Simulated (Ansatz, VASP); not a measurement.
## EuCo in VASP and in Ansatz

```xyz
4
Lattice="0.0000 3.7222 3.7222 3.7222 0.0000 3.7222 3.7222 3.7222 0.0000" Properties=species:S:1:pos:R:3 pbc="T T T"
Eu    0.0000    0.0000    0.0000
Eu    1.8611    1.8611    1.8611
Co    3.7222    3.7222    3.7222
Co    5.5834    5.5834    5.5834
```

The cell was built by a generator and needn't be a form met in nature.

Alike in both runs: task single point; functional PBEsol; k mesh 4 × 4 × 4; collinear spin.

```csv
,VASP,Ansatz
version,VASP 6.6.1,Ansatz 0.2.0
potentials or method,"VASP PAW PBE potentials, release 64 (Eu, Co)",PAW plane waves
plane-wave cutoff (eV),520,420
occupations,"fermi-dirac, width 0.1 eV",fermi-dirac
valence electrons in the cell,52,68
```

Ansatz gave:

```
gap on the k mesh at the Fermi level (eV)                     : none
pressure (GPa)                                                : -11.1
net moment per atom (μB)                                      : 2.84
size of the moment on the site where the two differ most (μB) : 6.96
```

Q: What did VASP give for the same quantities?

A: gap on the k mesh at the Fermi level (eV): none; pressure (GPa): -11.0; net moment per atom (μB): 2.85; size of the moment on the site where the two differ most (μB): 6.72.

Site moments also hang on the region over which each program counts them. A gap of «none» marks a metal or a gap that the smearing closes. The two sets of potentials don't hold the same shells in valence.

Caveats: the k mesh is coarse (spacing up to 0.37 Å⁻¹), so the values aren't converged; the PAW data sets were made with another functional, which shifts forces and pressure a little (VASP); spin-orbit coupling is left out, which moves the levels of the heavy elements; without U or exact exchange the open f shell lies at the Fermi level, which spoils levels, moments and volumes. The state reached can hang on the start; a lower one may exist.
